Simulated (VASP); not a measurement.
**TbNiAs (space group P-6m2): computed properties**

Method: PBEsol GGA, VASP's PBE PAW potentials (set 64) (plane waves; VASP).

```yaml
space_group: P-6m2 (187)
cell: a = b = 3.9969 Å, c = 3.8754 Å, α = β = 90.00°, γ = 120.00°
volume_per_atom: 17.87 Å³/atom
band gap (over mesh and band path): none (metal, semimetal or under 0.01 eV)
band_gap_with_spin_orbit_coupling: none (metallic)
density: 9.06 g/cm³
```

NiTbAs is modelled in the hexagonal space group P-6m2 (No. 187), Pearson symbol hP3. Cell: a = b = 3.997 Å, c = 3.875 Å, α = β = 90.00°, γ = 120.00°. Tb on 1b is coordinated by 6 Ni at 3.013 Å and 6 As at 3.013 Å. Ni on 1c is coordinated by 3 As at 2.308 Å and 6 Tb at 3.013 Å. As on 1e is coordinated by 3 Ni at 2.308 Å and 6 Tb at 3.013 Å. (Neighbours: up to the widest gap in distance over summed covalent radii, below 1.35, at either atom; cation-cation and far metal-metal contacts left out.)

The 4f electrons are frozen in the core of the lanthanide potential, so 4f levels, which can set the real gap, and their magnetism are missing.

The structure comes from a computed database's TbNiAs entry (P-6m2); how it stands against other phases isn't given here. It was relaxed first. Symmetry was kept, so distortions that lower it aren't found. The run is not spin-polarised, so no magnetic state was tried.
